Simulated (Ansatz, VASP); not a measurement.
## Sn in two plane-wave programs

Aim: how closely do two programs agree when they are given the same cell, functional and k mesh? The cell is taken from a series of runs on this material, whose earlier steps may have relaxed, scaled, displaced or heated it; both programs get it as it stands.

Calculated with Ansatz 0.2.0; plane waves, with VASP 6.6.1 beside it; zone-centre phonons at PBEsol.

### Step 1. The structure

It takes space group R-3m (No. 166, trigonal). Conventional cell: a = 4.671 Å, b = 4.671 Å, c = 11.259 Å, α = 90.00°, β = 90.00°, γ = 120.00°. Nearest to Sn lie 4 Sn at 2.84 to 2.85 Å.

### Step 2. VASP: zone-centre phonons, PBEsol

Second derivatives magnify differences that forces hide, and they need a tight electronic threshold.

Lines of VASP's logs that name or quote its potential files are left out, and so is its time.

Contents of INCAR:

```
SYSTEM = Sn
PREC = Accurate
ENCUT = 500
EDIFF = 1E-08
NELM = 120
ISMEAR = 1
SIGMA = 0.2
LREAL = .FALSE.
ALGO = Normal
GGA = PS
NBANDS = 20
LORBIT = 11
LWAVE = .FALSE.
LCHARG = .FALSE.
ISIF = 2
IBRION = 8
LASPH = .TRUE.
GGA_COMPAT = .FALSE.
KPAR = 2
```

Contents of POSCAR:

```
Sn
1.0
   -0.0352406251      3.2677495499      3.2677495499
    3.2677495499     -0.0352406251      3.2677495499
    3.2677495499      3.2677495499     -0.0352406251
Sn
2
Direct
    0.4990336603      0.4990336603      0.4990336603
    0.7509663397      0.7509663397      0.7509663397
```

Contents of KPOINTS:

```
Automatic mesh
0
Gamma
12 12 12
0 0 0
```

The projector-augmented-wave data sets are Sn_d (PBE family, release 64).

The run is started by

```sh
mpirun -np 2 vasp_std
```

Numbers of over 12 decimals in the logs are rounded to 6 here.

Output:

```text
[banner, memory and clock lines left out]
running    2 mpi-ranks, on    1 nodes
 distrk:  each k-point on    1 cores,    2 groups
 distr:  one band on    1 cores,    1 groups

 POSCAR found type information on POSCAR Sn
 POSCAR found :  1 types and       2 ions
|                                                                             |
|               ----> ADVICE to this user running VASP <----                  |
|                                                                             |
|     You enforced a specific xc type in the INCAR file but a different       |
|     [... a line on the potential file left out ...]
|     I HOPE YOU KNOW WHAT YOU ARE DOING!                                     |
|                                                                             |

 LDA part: xc-table for (Slater+PW92), standard interpolation
 POSCAR, INCAR and KPOINTS ok, starting setup
 FFT: planning ... GRIDC
 FFT: planning ... GRID_SOFT
 FFT: planning ... GRID
 WAVECAR not read
 entering main loop
       N       E                     dE             d eps       ncg     rms          rms(c)
DAV:   1     0.220860894267E+03    0.22086E+03   -0.14774E+04  7612   0.196E+03
DAV:   2     0.147219944444E+02   -0.20614E+03   -0.20251E+03  7584   0.439E+02
DAV:   3    -0.780481883027E+01   -0.22527E+02   -0.22371E+02  8612   0.142E+02
DAV:   4    -0.853102692122E+01   -0.72621E+00   -0.72580E+00  8500   0.286E+01
DAV:   5    -0.855631286234E+01   -0.25286E-01   -0.25285E-01 10496   0.522E+00    0.310E+00
DAV:   6    -0.849150743994E+01    0.64805E-01   -0.42304E-02 10128   0.275E+00    0.175E+00
DAV:   7    -0.846044314828E+01    0.31064E-01   -0.51016E-02  8664   0.258E+00    0.164E-01
DAV:   8    -0.846133024140E+01   -0.88709E-03   -0.69225E-03  8244   0.102E+00    0.527E-02
DAV:   9    -0.846159454229E+01   -0.26430E-03   -0.35722E-04  9304   0.143E-01    0.113E-02
DAV:  10    -0.846160636582E+01   -0.11824E-04   -0.20554E-05  9120   0.404E-02    0.528E-03
DAV:  11    -0.846160819583E+01   -0.18300E-05   -0.31314E-06  9156   0.121E-02    0.918E-04
DAV:  12    -0.846160813390E+01    0.61930E-07   -0.22902E-07  9028   0.460E-03    0.517E-04
DAV:  13    -0.846160814285E+01   -0.89503E-08   -0.25047E-08  7016   0.118E-03
   1 F= -.84616081E+01 E0= -.84615267E+01  d E =-.244374E-03
 Linear response reoptimize wavefunctions to high precision
DAV:   1    -0.846160813988E+01    0.29722E-08   -0.33356E-09  6912   0.612E-04
DAV:   2    -0.846160813993E+01   -0.53205E-10   -0.49986E-10  4572   0.234E-04
 Linear response DOF=           1
 Linear response progress:
  Degree of freedom:   1/  1
       N       E                     dE             d eps       ncg     rms          rms(c)
RMM:   1    -0.214278023206E+00   -0.21428E+00    0.53870E-01 23873   0.995E+00
RMM:   2    -0.220925753594E+00   -0.66477E-02   -0.19675E-02 33367   0.116E+00    0.683E-02
RMM:   3    -0.221083647745E+00   -0.15789E-03   -0.16110E-03 35136   0.322E-01    0.316E-02
RMM:   4    -0.220983185751E+00    0.10046E-03   -0.11249E-04 34898   0.969E-02    0.114E-02
RMM:   5    -0.220968962034E+00    0.14224E-04   -0.16217E-05 35583   0.327E-02    0.387E-03
RMM:   6    -0.220968589414E+00    0.37262E-06   -0.13099E-06 35433   0.948E-03    0.186E-03
RMM:   7    -0.220966633039E+00    0.19564E-05   -0.36202E-07 35087   0.344E-03    0.296E-04
RMM:   8    -0.220964303704E+00    0.23293E-05   -0.15651E-07 36362   0.123E-03    0.224E-04
RMM:   9    -0.220962445317E+00    0.18584E-05    0.12943E-08 35617   0.513E-04    0.546E-05
RMM:  10    -0.220962881009E+00   -0.43569E-06    0.31798E-08 37677   0.217E-04    0.299E-05
RMM:  11    -0.220962861499E+00    0.19510E-07    0.84443E-09 36277   0.115E-04    0.570E-06
RMM:  12    -0.220962851080E+00    0.10419E-07   -0.28421E-09 39066   0.672E-05    0.524E-06
RMM:  13    -0.220962840964E+00    0.10116E-07    0.18317E-08 41697   0.462E-05    0.293E-06
RMM:  14    -0.220962825206E+00    0.15758E-07    0.11115E-08 47019   0.365E-05    0.124E-06
RMM:  15    -0.220962811965E+00    0.13241E-07    0.10267E-08 46562   0.323E-05    0.248E-07
RMM:  16    -0.220962809703E+00    0.22620E-08    0.71102E-09 44267   0.298E-05    0.221E-07
 first order change of Fermi-energy  -0.14393E+00
 force on displaced ion       1 direction 1 :  -6.827  -0.054  -0.054
 Linear response finished
```

Parts of OUTCAR (step 2):

```text
ion  position               nearest neighbor table
   1  0.499  0.499  0.499-   2 2.84   2 2.85   2 2.85   2 2.85
   2  0.751  0.751  0.751-   1 2.84   1 2.85   1 2.85   1 2.85

  LATTYP: Found a trigonal (rhomboedric) cell.
 ALAT       =     4.6214300972
 COS(alpha) =     0.4891871816

 Subroutine GETGRP returns: Found 12 space group operations
 (whereof  6 operations were pure point group operations)

The static configuration has the point symmetry C_3v.
 The point group associated with its full space group is D_3d.

 Found    189 irreducible k-points:

   k-points           NKPTS =    189   k-points in BZ     NKDIM =    189   number of bands    NBANDS=     20

   dimension x,y,z NGX =    36 NGY =   36 NGZ =   36
   dimension x,y,z NGXF=    72 NGYF=   72 NGZF=   72

   ENCUT  =  500.0 eV  36.75 Ry    6.06 a.u.   8.43  8.43  8.43*2*pi/ulx,y,z

   NELECT =      28.0000    total number of electrons

 k-points in reciprocal lattice and weights: Automatic mesh
   0.00000000  0.00000000  0.00000000       0.001
   0.08333333  0.00000000  0.00000000       0.003
   0.16666667 -0.00000000 -0.00000000       0.003
   0.25000000  0.00000000 -0.00000000       0.003
   0.33333333 -0.00000000 -0.00000000       0.003
   0.41666667  0.00000000  0.00000000       0.003
   0.50000000  0.00000000 -0.00000000       0.002
   0.08333333  0.08333333 -0.00000000       0.003
   0.16666667  0.08333333 -0.00000000       0.007
[...]
-0.41666667  0.50000000  0.41666667       0.003
   0.50000000  0.50000000  0.50000000       0.001

 average (electrostatic) potential at core
       1-101.6609       2-101.6609

  Total       -0.2752711     -0.2752711     -0.2752711      0.1206483      0.1206483      0.1206483
  in kB       -6.2190776     -6.2190776     -6.2190776      2.7257533      2.7257533      2.7257533
  external PRESSURE =      -6.2190776 kB  Pullay stress =       0.0000000 kB

  energy-cutoff  :      500.00
  volume of cell :       70.92
      direct lattice vectors                 reciprocal lattice vectors
    -0.035240625  3.267749550  3.267749550    -0.150557302  0.152198669  0.152198669
     3.267749550 -0.035240625  3.267749550     0.152198669 -0.150557302  0.152198669
     3.267749550  3.267749550 -0.035240625     0.152198669  0.152198669 -0.150557302

 POSITION                                       TOTAL-FORCE (eV/Angst)
 -----------------------------------------------------------------------------------
      3.24385      3.24385      3.24385         0.000394      0.000394      0.000394
      4.88148      4.88148      4.88148        -0.000394     -0.000394     -0.000394
 -----------------------------------------------------------------------------------
    total drift:                                0.000000      0.000000      0.000000

 Eigenvectors and eigenvalues of the dynamical matrix
 ----------------------------------------------------

   1 f  =    5.343948 THz    33.577015 2PiTHz  178.254918 cm-1    22.100783 meV
             X         Y         Z           dx          dy          dz
      3.243848  3.243848  3.243848     0.408248    0.408248    0.408248
      4.881475  4.881475  4.881475    -0.408248   -0.408248   -0.408248

   2 f  =    5.280848 THz    33.180549 2PiTHz  176.150140 cm-1    21.839824 meV
             X         Y         Z           dx          dy          dz
      3.243848  3.243848  3.243848     0.288675    0.288675   -0.577350
      4.881475  4.881475  4.881475    -0.288675   -0.288675    0.577350

   3 f  =    5.280848 THz    33.180549 2PiTHz  176.150140 cm-1    21.839824 meV
             X         Y         Z           dx          dy          dz
      3.243848  3.243848  3.243848     0.500000   -0.500000    0.000000
      4.881475  4.881475  4.881475    -0.500000    0.500000   -0.000000

   4 f  =    0.000000 THz     0.000000 2PiTHz    0.000002 cm-1     0.000000 meV
             X         Y         Z           dx          dy          dz
      3.243848  3.243848  3.243848    -0.232504    0.636672    0.201472
      4.881475  4.881475  4.881475    -0.232504    0.636672    0.201472

   5 f  =    0.000000 THz     0.000000 2PiTHz    0.000001 cm-1     0.000000 meV
             X         Y         Z           dx          dy          dz
      3.243848  3.243848  3.243848    -0.661252   -0.189723   -0.163558
      4.881475  4.881475  4.881475    -0.661252   -0.189723   -0.163558

   6 f/i=    0.000000 THz     0.000000 2PiTHz    0.000000 cm-1     0.000000 meV
             X         Y         Z           dx          dy          dz
      3.243848  3.243848  3.243848    -0.093209   -0.242186    0.657767
      4.881475  4.881475  4.881475    -0.093209   -0.242186    0.657767

 ELASTIC MODULI CONTR FROM IONIC RELAXATION (kBar)
 Direction    XX          YY          ZZ          XY          YZ          ZX
 --------------------------------------------------------------------------------
 XX          -0.2749     -0.2416     -0.2416     -3.0861     -5.6937     -3.3531
 YY          -0.2416     -0.2749     -0.2416     -3.3531     -3.0861     -5.6937
 ZZ          -0.2416     -0.2416     -0.2749     -5.6937     -3.3531     -3.0861
 XY          -3.0861     -3.3531     -5.6937   -188.4603     -2.8464     -2.8464
 YZ          -5.6937     -3.0861     -3.3531     -2.8464   -188.4603     -2.8464
 ZX          -3.3531     -5.6937     -3.0861     -2.8464     -2.8464   -188.4603
 --------------------------------------------------------------------------------
```

### Step 3. Ansatz: zone-centre phonons, PBEsol

Ansatz runs on its PAW soft_1 files.

The same cell, functional, mesh and smearing now go to Ansatz, which takes its cutoff from its data sets.

Contents of input.yaml:

```yaml
crystal:
  lattice:
    - [-0.0352406251, 3.2677495499, 3.2677495499]
    - [3.2677495499, -0.0352406251, 3.2677495499]
    - [3.2677495499, 3.2677495499, -0.0352406251]
  atoms:
    - { symbol: Sn, position: [0.4990336603, 0.4990336603, 0.4990336603] }
    - { symbol: Sn, position: [0.7509663397, 0.7509663397, 0.7509663397] }
kpoints:
  mp_grid: { grid: [12, 12, 12] }
hamiltonian:
  xc: pbesol
  pseudopotentials: { kind: paw, azcp: { folder: soft_1 }, xc_functional: pbe }
scf:
  occupations: { method: methfessel_paxton, width: 0.2 }
output:
  eigenvalues: true
phonons:
  method: dfpt
```

The run is started by

```sh
ansatz run input.yaml --threads 4 --pin off --max-ram 10240MiB --backend cpu --events-out ev --progress --plain --runs-dir out
```

Output:

```text
Engine: ansatz 0.2.0, x86_64-unknown-linux-gnu
Pseudopotentials: kind: paw
Pseudopotential: Sn, paw, valence charge 14, recommended cutoff 420 eV (normal), soft_1/Sn.paw.azcp
Functional definition: PBEsol
  exchange = pbesol_x
  correlation = pbesol_c
Crystal: 2 atoms, lattice volume = 70.916 Å³
Basis set: ecut = 420 eV, 1399 PW (Γ), exchange–correlation on 64×64×64 points (8 copies of the dense FFT grid, shifted against one another)
Bands: 18, of which v1, the nominal top of the filled ones, is band 14 counted from 1 (13 counted from 0)
Symmetry: 12 space group operations
k-points: 476 of 1728 (irreducible under 2 space group operations, time reversal used)
Non-local potential: Sn, projectors of the file, l = 0: 2, l = 1: 2, l = 2: 2, l = 3: 1
PAW form: soft (Blöchl's): semilocal exchange-correlation on the pseudo side does not see the compensation charge
PAW frozen core: Sn, regenerated for the run's functional, and the local potential with it (the file was generated under x = pbe(κ = 0.804, μ = 0.219515), c = pbe(β = 0.066725))
PAW one-centre angular grid: Sn, 590 points (default); XC on 64 Gauss nodes
Initial density: superposition of atomic densities (chi_scale 0.1, normalization cell)
Initial wavefunctions: pseudopotential atomic-orbital guess
Functional: x = pbesol(κ = 0.804, μ = 0.123457), c = pbesol(β = 0.046)
SCF iter   1: F=—  HF=-11899.710244 eV  |F-HF|=—  |Δ(HF+E_count)|=         —  Δρ=2.08e-2  dr2=3.24e-1  ethr=3.10e-3  ⟨swp⟩=5.5  Hψ=44733  notcnv=0
preconditioner: auto → Kerker (q_TF=auto, 2.337 Å⁻¹)  [metal: Δε(μ)=0.022 eV  Ē_g=19.813 eV  σ=0.200 eV  W_gap=0.09  n_scr=14 (ndim 8)  ℏωp=23.3 eV  f_vac=0.010  D(μ)=0.18/eV (n_scr^D=0)]
SCF iter   2: F=—  HF=-11899.670456 eV  |F-HF|=—  |Δ(HF+E_count)|=   3.98e-2  S|Δr|=    0.00e0  Δρ=1.35e-2  dr2=1.55e-1  ethr=1.16e-3  ⟨swp⟩=1.0  Hψ=12376  notcnv=0
SCF iter   3: F=—  HF=-11899.640639 eV  |F-HF|=—  |Δ(HF+E_count)|=   2.98e-2  S|Δr|=    0.00e0  Δρ=2.48e-3  dr2=1.26e-2  ethr=5.55e-4  ⟨swp⟩=1.0  Hψ=8568  notcnv=0
SCF iter   4: F=—  HF=-11899.641382 eV  |F-HF|=—  |Δ(HF+E_count)|=   7.43e-4  S|Δr|=    0.00e0  Δρ=1.34e-3  dr2=2.60e-3  ethr=4.49e-5  ⟨swp⟩=2.0  Hψ=10421  notcnv=0
SCF iter   5: F=—  HF=-11899.642549 eV  |F-HF|=—  |Δ(HF+E_count)|=   1.17e-3  S|Δr|=    0.00e0  Δρ=2.83e-4  dr2=7.32e-5  ethr=9.28e-6  ⟨swp⟩=2.0  Hψ=10493  notcnv=0
SCF iter   6: F=—  HF=-11899.642626 eV  |F-HF|=—  |Δ(HF+E_count)|=   7.75e-5  S|Δr|=    0.00e0  Δρ=5.42e-5  dr2=1.51e-6  ethr=2.61e-7  ⟨swp⟩=2.1  Hψ=11022  notcnv=0
SCF iter   7: F=—  HF=-11899.642633 eV  |F-HF|=—  |Δ(HF+E_count)|=   6.84e-6  S|Δr|=    0.00e0  Δρ=9.74e-6  dr2=5.80e-8  ethr=5.38e-9  ⟨swp⟩=2.0  Hψ=10512  notcnv=0
SCF iter   8: F=—  HF=-11899.642633 eV  |F-HF|=—  |Δ(HF+E_count)|=   1.72e-7  S|Δr|=    0.00e0  Δρ=2.31e-6  dr2=5.68e-9  ethr=2.07e-10  ⟨swp⟩=3.0  Hψ=15828  notcnv=0
SCF iter   9: F=—  HF=-11899.642633 eV  |F-HF|=—  |Δ(HF+E_count)|=   5.49e-9  S|Δr|=    0.00e0  Δρ=7.74e-7  dr2=9.17e-10  ethr=2.03e-11  ⟨swp⟩=2.0  Hψ=10463  notcnv=0
SCF iter  10: F=—  HF=-11899.642633 eV  |F-HF|=—  |Δ(HF+E_count)|=  5.31e-10  S|Δr|=    0.00e0  Δρ=3.73e-7  dr2=1.83e-10  ethr=3.27e-12  ⟨swp⟩=2.2  Hψ=11364  notcnv=0
SCF iter  11: F=—  HF=-11899.642633 eV  |F-HF|=—  |Δ(HF+E_count)|=  1.27e-10  S|Δr|=    0.00e0  Δρ=9.61e-8  dr2=1.10e-11  ethr=1.00e-12  ⟨swp⟩=2.0  Hψ=10345  notcnv=0
SCF iter  12: F=-11899.642633 eV  HF=-11899.642633 eV  |F-HF|=0.00e0  |Δ(HF+E_count)|=  1.09e-11  S|Δr|=    0.00e0  Δρ=5.01e-8  dr2=1.52e-12  ethr=1.00e-12  ⟨swp⟩=6.0  Hψ=38668  notcnv=0
SCF 1 converged in 12 iterations: F = -11899.642633 eV  dr2 = 1.52e-12
  greatest PAW one-centre occupation: 0.991 electrons in one spin orbital (limit 2), on the Sn atom at site 1 (counted from 0), in its partial waves of l = 2
DFPT response loops at Γ: preconditioner auto → Kerker (q_TF=auto, 2.337 Å⁻¹) (partly filled bands, converged f_vac=0.089); β = 1.00, the filter's whole step (`scf.mixing.beta` (0.50) is not read by the response loops under this deck's `scf.mixing.preconditioner`; to damp them name `kerker` or `kerker_dos`, under which they read `scf.mixing.beta`, and type it under 1.00, their step now; both keys bind the ground state too); Broyden in place of MSR1
SCF converged after 12 iterations
Stability not checked: this state was not tested for a lower state beside it, because cold or Methfessel-Paxton smearing, or corrected tetrahedra, fill the levels in a way that the test cannot read (fill_not_monotonic; see scf.lower_state_search)
Free energy (F): -11899.642633 eV
Harris-Foulkes:  -11899.642633 eV  (|F-HF|=0.00e0)
Internal energy: -11899.642389 eV  (E = F + TS)
E sigma→0 (E₀):  -11899.642572 eV
Entropy (-TS):   -0.000244 eV (-0.122 meV/atom)
Fermi energy:    7.241708 eV
Step filling:    the computed levels leave a gap of 0.0333 eV = 0.2 smearing widths at the electron count; against every level under it full and every level over it empty, smearing changes F+E_penalty+E_count by -0.192 meV and its σ→0 estimate by -0.131 meV
--- Per-component energies (eV) ---
  E_band       = -260.878291
  E_kinetic    = 336.378681
  E_local      = -2667.705015  (includes V_loc(G=0)·N_el)
  E_nonlocal   = 293.746093
  E_hartree    = 1292.596772
  E_xc         = -248.737014
  E_vxc        = -160.002070  (∫ρ·V_xc dr)
  E_paw        = -8592.557265  (= ΣΔE_a)
  E_vpaw       = -648.490124  (= ΣTr[D̂ρ^β])
  E_aug_tail   = 0.000583  (compensation charges beyond the density's cutoff)
  E_ewald      = -2313.934904
  E_core_change = 0.569679  (= ΣΔE_core)
  E_smearing   = -0.000244  (= −TS)
  E_closure    = -0.000000  (closes the sum)
  Σ components = -11899.642633   (vs F -11899.642633, Δ=0.00e0)
--- Band table (eV; the first three rows and the last of 476) ---
  k-point 0: bands = [... 10 lower, -3.1229, 6.3066, 7.3073, 7.3073, 7.4368, 9.3771, 9.3771, 9.4752]
  k-point 1: bands = [... 10 lower, -3.0586, 5.5471, 7.1781, 7.2876, 7.6676, 9.5486, 9.6251, 9.6543]
  k-point 2: bands = [... 10 lower, -2.8683, 4.3707, 6.8991, 6.9958, 7.7144, 9.9202, 9.9846, 10.4693]
  k-point 475: bands = [... 10 lower, -1.5175, 1.1013, 6.1350, 6.1350, 6.9935, 10.4016, 10.4016, 12.7386]
--- Phonons (Γ-DFPT): 1 representative perturbation + reference, on 476 of 1728 k-points (Σ response iterations 3) ---
  k mesh reduced under 2 symmetry operations, with k and −k counted as one. Each operation leaves every solved perturbation unchanged. A smaller set is not used because it would not reduce the number of displacements times k-points to solve
  ASR residual: 9.640e-6 → 0.000e0 eV/Å²; symmetrization residual: 1.459e-12 eV/Å²
  ASR residual per site (eV/Å²): 9.64e-6 9.64e-6
  Γ frequencies (cm⁻¹): 0.00 0.00 0.00 176.07 176.07 178.18
  non-analytic LO–TO correction: not included (Born effective charges unavailable; polar crystals: no LO–TO splitting at Γ)
```

In the SCF lines HF is the Harris–Foulkes energy and dr2 the Hartree energy of the density residual, in eV; the loop may stop once dr2 is under the threshold and the program's other checks hold. Hψ counts applications of the Hamiltonian.

### Step 4. Side by side

Known differences besides the potentials themselves: the cutoff is 420 eV in Ansatz and 500 eV in VASP; Ansatz makes its cores anew for this functional, VASP keeps those of its PBE data sets. Total energies have different zeros and are not compared.

Compared:

| quantity | Ansatz | VASP | difference |
| --- | --- | --- | --- |
| optical mode 1 to 2 (cm⁻¹) | 176.1 | 176.2 | -0.05 % |
| optical mode 3 (cm⁻¹) | 178.2 | 178.3 | -0.04 % |

Modes are paired by rising frequency, not by their patterns, so a pair may set unlike modes beside each other; they are those without the splitting of longitudinal modes.

### Step 5. What came out

```json
{
 "r.m.s. difference of the optical zone-centre modes, each program's sorted by frequency (zone-centre phonons, PBEsol)": "0.078 cm⁻¹"
}
```

What this shows: The r.m.s. difference of the optical zone-centre modes, each program's sorted by frequency is 0.078 cm⁻¹ (zone-centre phonons, PBEsol). Such differences can come from data sets, numerical settings and the points named under the comparisons, not from the functional's error against experiment.

[Lines on the potential files, build, host, timing and source positions are cut from VASP's logs without a mark.]

[Logs are printed without paths, hosts, clocks, repeated set-up lines and the standing remarks that a program may print on its own settings, such as how far it seeks lower states.]

[Hosts, paths, dates, database ids (printed as entryN), source tags and the programs' standing remarks are cut or masked in the printed files.]
